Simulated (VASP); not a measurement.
```yaml
crystal:
  lattice:
    - [0.00000, 3.35363, 3.35363]
    - [3.35363, 0.00000, 3.35363]
    - [3.35363, 3.35363, 0.00000]
  atoms:
    - { symbol: Mo, position: [0.00000, 0.00000, 0.00000] }
    - { symbol: Te, position: [0.25000, 0.25000, 0.25000] }
    - { symbol: Te, position: [0.75000, 0.75000, 0.75000] }
```

Method: PBE GGA, VASP's PBE PAW potentials (set 64) (plane waves; VASP). Settings: 400 eV cut-off, 6×6×6 Γ-centred mesh, Gaussian smearing of 0.050 eV, potentials Mo_sv Te.

Question: Give the stress tensor in GPa (positive for a compressed cell).

Answer: 
```
-2.66   0.00   0.00
 0.00  -2.66   0.00
 0.00   0.00  -2.66
```
The pressure is its mean diagonal, -2.66 GPa.

The structure was generated: Te2Mo was put into the fluorite type (Fm-3m), which need not be its known phase. The cell was not relaxed at this level. The run is one of a series of settings (KPOINTS 6×6×6 Γ-centred mesh against the base run), some of them coarse on purpose.
